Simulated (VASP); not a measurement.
An input for Quantum ESPRESSO's pw.x (written as the equivalent of a VASP run, and not itself run):

```
&CONTROL
  calculation = 'relax'
  pseudo_dir = './pseudo'
  outdir = './out'
  tprnfor = .true.
  tstress = .true.
  nstep = 30
  forc_conv_thr = 3.9e-05
/
&SYSTEM
  ibrav = 0
  nat = 6
  ntyp = 2
  ecutwfc = 84
  occupations = 'smearing'
  smearing = 'gaussian'
  degauss = 0.003675
  input_dft = 'pbesol'
/
&ELECTRONS
  conv_thr = 7.3e-10
  electron_maxstep = 100
/
&IONS
/
ATOMIC_SPECIES
  Si 28.085 Si.upf
  O 15.999 O.upf
CELL_PARAMETERS angstrom
     4.1938008    0.0000000    0.0000000
     0.0000000    4.1938008    0.0000000
     0.0000000    0.0000000    2.6842475
ATOMIC_POSITIONS crystal
  Si   0.0000000  0.0000000  0.0000000
  Si   0.5000000  0.5000000  0.5000000
  O    0.3059490  0.3059490  1.0000000
  O    0.8059490  0.1940510  0.5000000
  O    0.1940510  0.8059490  0.5000000
  O    0.6940510  0.6940510  0.0000000
K_POINTS automatic
  5 5 7 0 0 0
```

### Question
Write the VASP files for the same calculation (PBEsol).

### Answer
Several could match; the one computed here: 
### INCAR
```
SYSTEM = SiO2
PREC = Accurate
ENCUT = 520
EDIFF = 1E-8
NELM = 100
ALGO = Normal
LREAL = .FALSE.
LASPH = .TRUE.
ISMEAR = 0
SIGMA = 0.05
GGA = PS
LWAVE = .FALSE.
LCHARG = .FALSE.
IBRION = 1
ISIF = 2
NSW = 30
EDIFFG = -0.001
```

**KPOINTS**
```
Automatic mesh
0
Gamma
5 5 7
0 0 0
```

### POSCAR
```
SiO2
1
    4.1938007887     0.0000000000     0.0000000000
    0.0000000000     4.1938007887     0.0000000000
    0.0000000000     0.0000000000     2.6842475418
Si O
2 4
Direct
  0.0000000000   0.0000000000   0.0000000000
  0.5000000000   0.5000000000   0.5000000000
  0.3059490038   0.3059490038   1.0000000000
  0.8059490038   0.1940509962   0.5000000000
  0.1940509962   0.8059490038   0.5000000000
  0.6940509962   0.6940509962   0.0000000000
```

POTCAR, in this order: Si O (PBE.64 set). Program: vasp_std.

What does not carry over: the potentials are each code's own (VASP's PAW set, PseudoDojo norm-conserving files in pw.x), so ENCUT and ecutwfc are chosen apart and not converted; conv_thr bounds pw.x's estimated SCF error, while EDIFF bounds the energy change between steps; forc_conv_thr acts on force components and is met together with etot_conv_thr.

The compound is SiO2 in the rutile structure, stishovite, a high-pressure form. This run relaxes the ions in a fixed cell. Symmetry was kept, so distortions that lower it aren't found. The start is the result of an earlier pass.
